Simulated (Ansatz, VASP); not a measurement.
# PtSe2 (1T-PtSe2 bilayer, AA) in two plane-wave programs

Aim: how closely do two programs agree when they are given the same cell, functional and k mesh? Of the first pair: The structure shown is the start of the Ansatz relaxation below; VASP solves that cell, so the two are compared at the walk's first step.

Method: plane waves, with VASP 6.6.1 beside it; single point at PBE with D3(BJ), in Ansatz 0.2.0.

## (1) Set-up

The cell holds 6 atoms: 4 Se and 2 Pt. Cell: a = 3.750 Å, b = 3.750 Å, c = 39.071 Å, α = 90.0°, β = 90.0°, γ = 120.0°. Vacuum lies along c. The height across the vacuum is the one that the program set for its solve, not the one typed.

Coordinates:

```cif
data_structure
_symmetry_space_group_name_H-M 'P 1'
_symmetry_Int_Tables_number 1
_cell_length_a 3.7500
_cell_length_b 3.7500
_cell_length_c 39.0709
_cell_angle_alpha 90.000
_cell_angle_beta 90.000
_cell_angle_gamma 120.000
_cell_volume 475.82
loop_
_atom_site_label
_atom_site_type_symbol
_atom_site_fract_x
_atom_site_fract_y
_atom_site_fract_z
_atom_site_occupancy
Se1 Se 0.66667 0.33333 0.23035 1
Se2 Se 0.33333 0.66667 0.28839 1
Se3 Se 0.66667 0.33333 0.36773 1
Se4 Se 0.33333 0.66667 0.42578 1
Pt5 Pt 0.00000 0.00000 0.25937 1
Pt6 Pt 0.00000 0.00000 0.39676 1
```

## (2) Ansatz: relaxation, PBE with D3(BJ)

Ansatz runs on its default PAW (the set named soft_2) files.

The two programs are compared at the cell with which this relaxation starts, whose forces are those of its first step.

input.yaml reads:

```yaml
crystal:
  lattice:
    - [3.75, 0.0, 0.0]
    - [-1.875, 3.2475952642, 0.0]
    - [0.0, 0.0, 25.635435591]
  atoms:
    - { symbol: Se, position: [0.6666666667, 0.3333333333, 0.3510765389] }
    - { symbol: Pt, position: [0.0, 0.0, 0.3953066786] }
    - { symbol: Se, position: [0.3333333333, 0.6666666667, 0.4395368183] }
    - { symbol: Se, position: [0.6666666667, 0.3333333333, 0.5604631817] }
    - { symbol: Pt, position: [0.0, 0.0, 0.6046933214] }
    - { symbol: Se, position: [0.3333333333, 0.6666666667, 0.6489234611] }
  periodic: [true, true, false]
kpoints:
  mp_grid: { grid: [12, 12, 1] }
hamiltonian:
  xc: pbe
  dispersion: d3bj
scf:
  occupations: { method: fermi_dirac, width: 0.05 }
  convergence: { dr2_threshold: 1.0e-09 }
relax:
  f_tol: 0.004
  max_steps: 90
  cell: {}
output:
  write_potential: true
  write_density: true
  volumetric_format: npy
```

Launch:

```
$ ansatz run input.yaml --threads 4 --pin off --max-ram 6144MiB --backend cpu --events-out ev --progress --plain --runs-dir out
```

Numbers of over 12 decimals in the logs are rounded to 6 here.

Output:

```text
Warning: crystal.periodic: the lattice vector that does not repeat stood 0.000° off the slab's normal, 25.635 Å along it as the deck builds it. The run solves the slab on a vector along the normal, 39.071 Å long, with every atom where it was (on the deck's vector they left 18.00 Å outside them, and the widest stretch free of ions among them is 3.10 Å). A fractional position that the run reports is one of the run's ce [...]
Warning: relax.cell: scf.convergence.dr2_threshold = 1e-9 eV is looser than the 1.92920717397e-10 eV advised for a relaxation that steers and ends on the stress (1e-10 eV for each atom of the cell: 6, times the square of relax.cell.stress_2d_tol = 0.05 N/m over 17.6 Å (the atoms' height at the walk's start and 5 Å past either face), 2.835e-2 GPa, over a crystal's default 0.05). What an SCF threshold leaves in a stress goes as its square root, and in the free energy as the threshold itself, and one threshold admits the most on a small cell: [figures from the program's tests cut] Set scf.convergence.dr2_threshold to 1.92920717397e-10 eV or tighter. [rest of the remark cut]
crystal.periodic: the lattice vector that does not repeat stood 0.000° off the slab's normal, 25.635 Å along it as the deck builds it. The run solves the slab on a vector along the normal, 39.071 Å long, with every atom where it was (on the deck's vector they left 18.00 Å outside them, and the widest stretch free of ions among them is 3.10 Å). A fractional position that the run reports is one of the run's cell, which [...]
Engine: ansatz 0.2.0, aarch64-unknown-linux-gnu
Pseudopotentials: kind: paw
Pseudopotential: Se, paw, valence charge 16, recommended cutoff 420 eV (normal), Se.paw.azcp
Pseudopotential: Pt, paw, valence charge 18, recommended cutoff 420 eV (normal), Pt.paw.azcp
Functional definition: PBE
  parameter kappa = 0.804
  parameter beta = 0.066725
  exchange = pbe_x(kappa = kappa, mu = beta*pi^2/3)
  correlation = pbe_c(beta = beta)
Crystal: 6 atoms, lattice volume = 475.824 Å³
Basis set: ecut = 420 eV, 9335 PW (Γ), exchange–correlation on 54×54×540 points (8 copies of the dense FFT grid, shifted against one another)
[...]
SCF iter   3: F=—  HF=-46926.927665 eV  |F-HF|=—  |Δ(HF+E_count)|=   3.68e-6  Δρ=1.74e-5  dr2=1.09e-5  ethr=5.02e-9  ⟨swp⟩=2.9  Hψ=2370  notcnv=0
SCF iter   4: F=—  HF=-46926.927665 eV  |F-HF|=—  |Δ(HF+E_count)|=   6.79e-7  Δρ=1.25e-5  dr2=2.69e-6  ethr=5.02e-9  ⟨swp⟩=2.6  Hψ=1584  notcnv=0
SCF iter   5: F=—  HF=-46926.927664 eV  |F-HF|=—  |Δ(HF+E_count)|=   3.08e-7  Δρ=2.96e-6  dr2=1.32e-7  ethr=2.69e-9  ⟨swp⟩=2.3  Hψ=1582  notcnv=0
SCF iter   6: F=—  HF=-46926.927664 eV  |F-HF|=—  |Δ(HF+E_count)|=   2.33e-8  Δρ=9.11e-7  dr2=1.83e-8  ethr=1.32e-10  ⟨swp⟩=2.3  Hψ=1631  notcnv=0
SCF iter   7: F=-46926.927664 eV  HF=-46926.927664 eV  |F-HF|=6.62e-10  |Δ(HF+E_count)|=   1.45e-9  Δρ=1.90e-7  dr2=6.05e-10  ethr=1.00e-12  ⟨swp⟩=10.9  Hψ=8824  notcnv=0
SCF 6 converged in 7 iterations: F = -46926.927664 eV  dr2 = 6.05e-10
relax step   6: F+E_penalty+E_count = -46926.92766431 eV  Δ(F+E_penalty+E_count) = -2.182e-5 eV  max|allowed force component| = 2.110e-3 eV/Å  Δτ_max = 0.0010 Å  P = +0.007 N/m  Ω = 472.040 Å³  energy of the carried Pulay correction = +2.200e-4 eV  fix = [c, alpha, beta]  reactions: c +0.000 N/m  (7 SCF iters, accepted)
Basis set: ecut = 420 eV, 9251 PW (Γ), exchange–correlation on 50×50×540 points (8 copies of the dense FFT grid, shifted against one another)
Initial wavefunctions: pseudopotential atomic-orbital guess (no wavefunctions were taken with the density)
iter 1 solved again at ethr=4.10e-7 eV; its pass at ethr=3.10e-3 eV (dr2=4.10e-4 eV) is discarded
SCF iter   1: F=—  HF=-46926.927390 eV  |F-HF|=—  |Δ(HF+E_count)|=         —  Δρ=7.61e-6  dr2=4.63e-8  ethr=4.10e-7  ⟨swp⟩=6.2  Hψ=10859  notcnv=0
eigensolver tolerance schedule: the retry pair's looser diagonalisation over-reported the residual by 8839.44 of it (diagonalisation noise at an unbounded share of the residual, at the tolerance the schedule requests for it); recorded, not acted on — ethr = c·dr2/N_el stays at c = 1.0e-1
preconditioner: auto → LDOS  [insulator: Δε(μ)=0.255 eV  Ē_g=9.603 eV  σ=0.050 eV  W_gap=0.85  n_scr=92 (ndim 8)  ℏωp=11.3 eV  f_vac=0.722  D(μ)=0.30/eV (n_scr^D=4)  ε∞_Penn≈2.4  β→1.0]
SCF iter   2: F=—  HF=-46926.927460 eV  |F-HF|=—  |Δ(HF+E_count)|=   6.95e-5  Δρ=2.72e-6  dr2=6.06e-8  ethr=4.63e-11  ⟨swp⟩=5.8  Hψ=4082  notcnv=0
SCF iter   3: F=—  HF=-46926.927460 eV  |F-HF|=—  |Δ(HF+E_count)|=   1.93e-9  Δρ=2.80e-6  dr2=1.17e-7  ethr=4.63e-11  ⟨swp⟩=3.0  Hψ=2330  notcnv=0
SCF iter   4: F=—  HF=-46926.927460 eV  |F-HF|=—  |Δ(HF+E_count)|=   9.46e-9  Δρ=1.12e-6  dr2=1.17e-8  ethr=4.63e-11  ⟨swp⟩=2.6  Hψ=1613  notcnv=0
SCF iter   5: F=—  HF=-46926.927460 eV  |F-HF|=—  |Δ(HF+E_count)|=  6.69e-10  Δρ=3.35e-7  dr2=1.78e-9  ethr=1.17e-11  ⟨swp⟩=2.8  Hψ=1607  notcnv=0
SCF iter   6: F=-46926.927460 eV  HF=-46926.927460 eV  |F-HF|=4.44e-10  |Δ(HF+E_count)|=  1.82e-10  Δρ=1.45e-7  dr2=1.35e-10  ethr=1.00e-12  ⟨swp⟩=17.6  Hψ=8353  notcnv=0
SCF 7 converged in 6 iterations: F = -46926.927460 eV  dr2 = 1.35e-10
relax step   7: F+E_penalty+E_count = -46926.92745993 eV  Δ(F+E_penalty+E_count) = +2.044e-4 eV  max|allowed force component| = 2.115e-3 eV/Å  Δτ_max = 0.0000 Å  P = +0.004 N/m  Ω = 472.040 Å³  fix = [c, alpha, beta]  reactions: c +0.000 N/m  stress off target by 4.36e-3 N/m on what of the cell is left free  SCF on the basis re-selected at this cell (its energy is not comparable with the rows above)  (6 SCF iters)
basis re-selected at this cell: Δ(F+E_penalty+E_count) = +2.044e-4 eV, ΔP = -0.003 N/m vs the last step (what re-selecting the basis moved, of the pressure what is left beyond the Pulay correction that the steps carried, after the strain that the cell walked since its last selection, with what the two solves' SCF thresholds leave and, on support functions, any second-order correction that the steps lacked; it is no measure of the basis error at this ecutwfc). The dense FFT grid was sized anew with the basis: this SCF ran on 25×25×270 points, the steps before it on 27×27×270, so part of this shift can come from that change (see relax.cell in the input reference). [rest of the remark cut]
SCF converged after 6 iterations
Free energy (F): -46926.927460 eV
Harris-Foulkes:  -46926.927460 eV  (|F-HF|=4.44e-10)
Internal energy: -46926.924118 eV  (E = F + TS)
E sigma→0 (E₀):  -46926.925789 eV
Entropy (-TS):   -0.003342 eV (-0.557 meV/atom)
Fermi energy:    -4.691119 eV
--- Per-component energies (eV) ---
  E_band       = -3704.245671
  E_kinetic    = 1747.783971
  E_local      = -509731.568203  (includes V_loc(G=0)·N_el)
  E_nonlocal   = -1981.165915
  E_hartree    = 253482.914636
  E_xc         = -940.439331
  E_vxc        = -998.522471  (∫ρ·V_xc dr)
  E_paw        = -26555.764104  (= ΣΔE_a)
  E_vpaw       = 293.400537  (= ΣTr[D̂ρ^β])
  E_aug_tail   = -0.001982  (compensation charges beyond the density's cutoff)
  E_ewald      = 237053.625770
  E_disp       = -2.308960  (pairwise vdW)
  E_smearing   = -0.003342  (= −TS)
  E_closure    = -0.000000  (closes the sum)
  Σ components = -46926.927460   (vs F -46926.927460, Δ=0.00e0)
--- Forces (eV/Å), atoms counted from 1 ---
  atom   1  Se     0.00000000     0.00000000    -0.00129546
  atom   2  Pt     0.00000000    -0.00000000     0.00211451
  atom   3  Se    -0.00000000    -0.00000000    -0.00116032
  atom   4  Se     0.00000000     0.00000000     0.00116032
  atom   5  Pt     0.00000000     0.00000000    -0.00211451
  atom   6  Se    -0.00000000    -0.00000000     0.00129546
  max |Σ_I F_I| component: 3.47e-18 eV/Å
--- 2D stress c σ (N/m, compression-positive) ---
        0.004364      -0.000000       0.000000
       -0.000000       0.004364       0.000000
        0.000000       0.000000       0.000000
  P = ½ c Tr σ = 0.0044 N/m
--- Band table (eV; the first three rows and the last of 19) ---
  k-point 0: bands = ["-104.1457", "-104.1457", "-58.3769", "-58.3769", "-58.3769", "-58.3769", "-58.3126", "-58.3125", "-53.2651", "-53.2651", "-53.2647", "-53.2647", "-53.2498", "-53.2498", "-53.2475", "-53.2475", "-53.2422", "-53.2416", "-53.0433", "-53.0433", "-53.0433", "-53.0433", "-53.0102", "-53.0102", "-53.0102", "-53.0102", "-52.9976", "-52.9976", "-20.1151", "-19.6257", "-18.3051", "-17.6790", "-11.3884",  [...]
  k-point 1: bands = ["-104.1457", "-104.1457", "-58.3775", "-58.3775", "-58.3771", "-58.3771", "-58.3125", "-58.3125", "-53.2651", "-53.2650", "-53.2647", "-53.2647", "-53.2498", "-53.2498", "-53.2476", "-53.2475", "-53.2421", "-53.2416", "-53.0433", "-53.0433", "-53.0432", "-53.0432", "-53.0102", "-53.0102", "-53.0102", "-53.0102", "-52.9976", "-52.9976", "-20.0415", "-19.5531", "-18.2948", "-17.6990", "-11.3545",  [...]
  k-point 2: bands = ["-104.1457", "-104.1457", "-58.3793", "-58.3793", "-58.3776", "-58.3776", "-58.3124", "-58.3124", "-53.2651", "-53.2650", "-53.2647", "-53.2646", "-53.2498", "-53.2498", "-53.2477", "-53.2474", "-53.2420", "-53.2415", "-53.0433", "-53.0433", "-53.0432", "-53.0432", "-53.0103", "-53.0103", "-53.0101", "-53.0101", "-52.9975", "-52.9975", "-19.8291", "-19.3456", "-18.2665", "-17.7561", "-11.3098",  [...]
  k-point 18: bands = ["-104.1455", "-104.1455", "-58.3838", "-58.3838", "-58.3837", "-58.3837", "-58.3118", "-58.3118", "-53.2651", "-53.2650", "-53.2650", "-53.2641", "-53.2507", "-53.2484", "-53.2484", "-53.2474", "-53.2415", "-53.2415", "-53.0433", "-53.0433", "-53.0429", "-53.0429", "-53.0105", "-53.0105", "-53.0099", "-53.0099", "-52.9973", "-52.9973", "-18.3341", "-18.3341", "-18.0398", "-18.0398", "-11.3258", [...]
  the weakly bound empty levels are not read free of the cell's end (no_gap_told)
--- Relaxed structure (6 steps of the walk, 6 accepted, 1 SCFs on fresh bases) ---
  F+E_penalty+E_count = -46926.92745993 eV   max|allowed force component| = 2.115e-3 eV/Å   (the final SCF, on the basis selected at the relaxed cell)
  cell:  # Å, volume = 472.0395 Å³
    - [3.735058, 0.0, 0]
    - [-1.867529, 3.234655, 0]
    - [0, 0, 39.070871]
  atoms:
    - { symbol: Se, position: [0.666667, 0.333333, 0.231045] }
    - { symbol: Pt, position: [7.329122445793087e-18, 0, 0.264858] }
    - { symbol: Se, position: [0.333333, 0.666667, 0.297837] }
    - { symbol: Se, position: [0.666667, 0.333333, 0.358290] }
    - { symbol: Pt, position: [-7.329122445793087e-18, 0, 0.391268] }
    - { symbol: Se, position: [0.333333, 0.666667, 0.425081] }
```

The column dr2 measures how far the density is from self-consistency, as an energy; F and HF (Harris–Foulkes) agree once it is small.

[end of part 1 of 2]

[Lines on the potential files, build, host, timing and source positions are cut from VASP's logs without a mark.]

[Logs are printed without paths, hosts, clocks, repeated set-up lines and the standing remarks that a program may print on its own settings, such as how far it seeks lower states.]

[Hosts, paths, dates, database ids (printed as entryN), source tags and the programs' standing remarks are cut or masked in the printed files.]
